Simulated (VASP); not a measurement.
All values below come from revPBE GGA, VASP's PBE PAW potentials (set 64) (plane waves; VASP).

Input for VASP

KPOINTS:
```
Automatic mesh
0
gamma
  10 10 10
```

**POSCAR**
```
Sr
4.3410790
  0.0000000000   0.7071067245   0.7071067245
  0.7071067245   0.0000000000   0.7071067245
  0.7071067245   0.7071067245   0.0000000000
Sr
1
Direct
  0.0000000000   0.0000000000   0.0000000000
```

INCAR:
```
ALGO = Normal
EDIFF = 1E-7
ENCUT = 520
GGA = RE
ISIF = 2
ISMEAR = 1
LASPH = .TRUE.
LCHARG = .FALSE.
LMAXMIX = 4
LREAL = .FALSE.
LWAVE = .FALSE.
NELM = 100
PREC = Accurate
SIGMA = 0.1
SYSTEM = Sr
```

POTCAR, in this order: Sr_sv (PBE.64 set). Program: vasp_std.

The run wrote:

**OSZICAR**
```
       N       E                     dE             d eps       ncg     rms          rms(c)
DAV:   1     0.356374894972E+02    0.35637E+02   -0.48954E+03   846   0.950E+02
DAV:   2     0.105703974593E+00   -0.35532E+02   -0.35208E+02   920   0.167E+02
DAV:   3    -0.141895891776E+01   -0.15247E+01   -0.15180E+01  1305   0.274E+01
DAV:   4    -0.146550059538E+01   -0.46542E-01   -0.46524E-01  1181   0.462E+00
DAV:   5    -0.146709499031E+01   -0.15944E-02   -0.15941E-02  1423   0.547E-01    0.107E+01
DAV:   6    -0.147330888143E+01   -0.62139E-02   -0.97013E-03  1055   0.133E+00    0.599E+00
DAV:   7    -0.147810723666E+01   -0.47984E-02   -0.16985E-02   936   0.176E+00    0.369E-01
DAV:   8    -0.147823299204E+01   -0.12576E-03   -0.20440E-03  1158   0.357E-01    0.160E-01
DAV:   9    -0.147826759708E+01   -0.34605E-04   -0.11698E-04  1048   0.112E-01    0.419E-02
DAV:  10    -0.147828639644E+01   -0.18799E-04   -0.26115E-05  1106   0.446E-02    0.469E-02
DAV:  11    -0.147828523235E+01    0.11641E-05   -0.17798E-06  1142   0.136E-02    0.374E-03
DAV:  12    -0.147828482313E+01    0.40922E-06   -0.18393E-07  1313   0.267E-03    0.315E-03
DAV:  13    -0.147828482992E+01   -0.67896E-08   -0.52053E-09   545   0.747E-04
   1 F= -.14782848E+01 E0= -.14773477E+01  d E =-.281136E-02
```

File OUTCAR:
```
------------------------ aborting loop because EDIFF is reached ----------------------------------------
  FORCE on cell =-STRESS in cart. coord.  units (eV):
  Direction    XX          YY          ZZ          XY          YZ          ZX
  --------------------------------------------------------------------------------------
  Total       -0.0212643     -0.0212643     -0.0212643     -0.0000000     -0.0000000      0.0000000
  in kB       -0.5889560     -0.5889560     -0.5889560     -0.0000000     -0.0000000      0.0000000
  external PRESSURE =      -0.5889560 kB  Pullay stress =       0.0000000 kB
  volume of cell :       57.85
      direct lattice vectors                 reciprocal lattice vectors
     0.000000000  3.069606152  3.069606152    -0.162887346  0.162887346  0.162887346
     3.069606152  0.000000000  3.069606152     0.162887346 -0.162887346  0.162887346
     3.069606152  3.069606152  0.000000000     0.162887346  0.162887346 -0.162887346
 POSITION                                       TOTAL-FORCE (eV/Angst)
 -----------------------------------------------------------------------------------
      0.00000      0.00000      0.00000        -0.000000     -0.000000      0.000000
 -----------------------------------------------------------------------------------
    total drift:                                0.000000      0.000000      0.000000
  FREE ENERGIE OF THE ION-ELECTRON SYSTEM (eV)
  ---------------------------------------------------
  free  energy   TOTEN  =        -1.4782848299 eV

  energy  without entropy=       -1.4754734741  energy(sigma->0) =       -1.47734771
```
(Selected blocks of OUTCAR.)

The compound is Sr in the fcc structure. It was relaxed first.
